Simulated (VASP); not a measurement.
Given:

```xyz
3
Lattice="0.0000 2.9760 2.9760 2.9760 0.0000 2.9760 2.9760 2.9760 0.0000" Properties=species:S:1:pos:R:3 pbc="T T T"
Li     4.4641     4.4641     4.4641
Li     1.4880     1.4880     1.4880
Se     0.0000     0.0000     0.0000
```

The numbers are results of PBE GGA, VASP's PBE PAW potentials (set 64) (plane waves; VASP), not measurements. Settings: 400 eV cut-off, 7×7×7 Γ-centred mesh, Fermi-Dirac smearing of 0.010 eV, potentials Li_sv Se.

At this cut-off the stress carries a Pulay error, which pulls relaxed volumes low. Energy and stress use the plane-wave basis of the starting cell.

Question: The ions, cell shape and volume are relaxed. What does this cell relax into?

Answer: 
```xyz
3
Lattice="0.0000 2.9554 2.9554 2.9554 0.0000 2.9554 2.9554 2.9554 0.0000" Properties=species:S:1:pos:R:3 pbc="T T T"
Li     4.4330     4.4330     4.4330
Li     1.4777     1.4777     1.4777
Se     0.0000     0.0000     0.0000
```
Space group Fm-3m (225), at a tolerance of 0.03 Å.

Question: How do energy and volume change from the first to the last step?

Answer: The energy (σ→0) changes by -1.2 meV/atom and the volume by -2.1 %, in 3 ionic steps.

The structure comes from a computed database's Li2Se entry; how it stands against other phases isn't given here. This run relaxes it. Symmetry was kept, so distortions that lower it aren't found. The run is one of a series of settings (EDIFFG = -0.01, IBRION = 2, ISIF = 3, NSW = 50 against the base run), some of them coarse on purpose.
